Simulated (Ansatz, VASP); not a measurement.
KNaF2 in VASP and in Ansatz

Contents of INCAR:

```
PREC     = Accurate       # precision mode
ENCUT    = 520            # plane-wave cutoff, eV
EDIFF    = 1E-6           # SCF threshold, eV
ISMEAR   = -1             # smearing method
SIGMA    = 0.02           # smearing width, eV
LREAL    = False          # projectors in reciprocal space
LASPH    = True           # aspherical terms in the spheres
NELM     = 100            # most SCF steps
ALGO     = Normal         # electronic algorithm
ISIF     = 2              # what is computed and relaxed
LWAVE    = False          # write WAVECAR
LCHARG   = True           # write CHGCAR
GGA      = PE             # functional
LELF     = True           # ELF
LVHAR    = True         
NBANDS   = 23             # bands
```

File KPOINTS:

```
Automatic mesh
0
Gamma
  8 8 8
```

File POSCAR:

```
KNaF2
1.0
    1.7391397354      1.0040927945      5.8155052170
   -1.7391397354      1.0040927945      5.8155052170
    0.0000000000     -2.0081855887      5.8155052171
Na K F
1 1 2
Direct
    1.0000000000      0.0000000000      0.0000000000
    0.5000000000      0.5000000000      0.5000000000
    0.2610994597      0.2610994597      0.2610994597
    0.7389005403      0.7389005403      0.7389005403
```

Input for Ansatz:

```yaml
crystal:
  lattice:
    - [1.7391397354, 1.0040927945, 5.815505217]
    - [-1.7391397354, 1.0040927945, 5.815505217]
    - [0.0, -2.0081855887, 5.8155052171]
  atoms:
    - { symbol: Na, position: [1.0, 0.0, 0.0] }
    - { symbol: K, position: [0.5, 0.5, 0.5] }
    - { symbol: F, position: [0.2610994597, 0.2610994597, 0.2610994597] }
    - { symbol: F, position: [0.7389005403, 0.7389005403, 0.7389005403] }
kpoints:
  mp_grid: { grid: [8, 8, 8] }
  band_path:
    path:
      - [[0.0, 0.0, 0.0], [0.5, 0.5, 0.5], [0.813459504613, 0.186540495387, 0.5]]
      - [[0.5, -0.186540495387, 0.186540495387], [0.5, 0.0, 0.0], [0.0, 0.0, 0.0], [0.343270247694, -0.343270247694, 0.0]]
      - [[0.656729752306, 0.0, 0.343270247694], [0.5, 0.0, 0.5], [0.0, 0.0, 0.0]]
    npoints: 10
hamiltonian:
  xc: pbe
scf:
  occupations: { method: fermi_dirac, width: 0.02 }
  n_extra_bands: 5
output:
  forces: true
  stress: true
  eigenvalues: true
```

The cell was built by a generator and needn't be a form met in nature.

Alike in both runs: task single point; functional PBE; k mesh 8 × 8 × 8; occupations fermi-dirac, width 0.02 eV; no spin polarisation.

|  | VASP | Ansatz |
| --- | --- | --- |
| version | VASP 6.6.1 | Ansatz 0.2.0 |
| potentials or method | VASP PAW PBE potentials, release 64 (Na_pv, K_sv, F) | plane waves, PAW |
| plane-wave cutoff (eV) | 520 | 420 |
| valence electrons in the cell | 30 | 32 |

Ansatz gave:

```
gap on the k mesh at the Fermi level (eV)       : 6.25
pressure (GPa)                                  : 2.6
largest component of the traceless stress (GPa) : 0.16
rms of the force components (eV/Å)              : 0.018
```

**Question.** Which values does VASP return?

**Answer.** gap on the k mesh at the Fermi level (eV): 6.24; pressure (GPa): 2.6; largest component of the traceless stress (GPa): 0.14; rms of the force components (eV/Å): 0.010.

Atom by atom the forces differ by 0.008 eV/Å (rms over components). With one functional, cell and mesh, what is left measures potentials, basis and numerics. The two sets of potentials don't hold the same shells in valence.

A k mesh can miss the band edges.
